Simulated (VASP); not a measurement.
Level of theory: LDA (Ceperley-Alder, Perdew-Zunger), VASP's LDA PAW potentials (set 64) (plane waves; VASP). Each cell was relaxed at this level.

Question: Which of these has an unstable (imaginary) mode at Γ?
A. BaHfO3, Pm-3m (221)
B. BaSrO2, P4/mmm (123)
C. Mg2Si, Fm-3m (225)
D. Rb2Te, Fm-3m (225)

Answer: B, BaSrO2, P4/mmm (123). Its optical Γ-point modes are 100i, 22 (×2), 104 (×2), 170, 238 (×2), 300 cm⁻¹.
